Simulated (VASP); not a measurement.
```yaml
crystal:
  lattice:
    - [1.85093, -3.20591, 0.00000]
    - [1.85093, 3.20591, 0.00000]
    - [0.00000, 0.00000, 6.63756]
  atoms:
    - { symbol: Sn, position: [0.00000, 0.00000, 0.00000] }
    - { symbol: S, position: [0.33333, 0.66667, 0.22272] }
    - { symbol: S, position: [0.66667, 0.33333, 0.77728] }
```

These are PBE0 hybrid, VASP's PBE PAW potentials (set 64) (plane waves; VASP) values and carry that method's errors. Run with 520 eV cut-off, 6×6×4 Γ-centred mesh, Gaussian smearing of 0.050 eV, potentials Sn_d S.

Without a dispersion term in the relaxation, distances and binding between the weakly bound layers, chains or molecules are unreliable, and so is what depends on them. Unless said otherwise, spin-orbit coupling is left out, though it shifts the bands of the heavy elements here.

Problem. What does the run give for the energy per atom (σ→0), pressure, band gap (over the mesh, the named points and PBE's band edges) with the smallest direct gap where there is one?

Solution. 
```json
{
 "band gap (over the mesh, the named points and PBE's band edges)": "3.04 eV",
 "smallest direct gap (over the mesh, the named points and PBE's band edges)": "3.36 eV",
 "energy per atom (σ→0)": "-5.912 eV/atom",
 "pressure": "-3.09 GPa"
}
```

Only differences to runs with the same potentials and settings are physical.

The compound is SnS2 in the 1T layered structure. It was relaxed first, which changed the volume by +16 %.
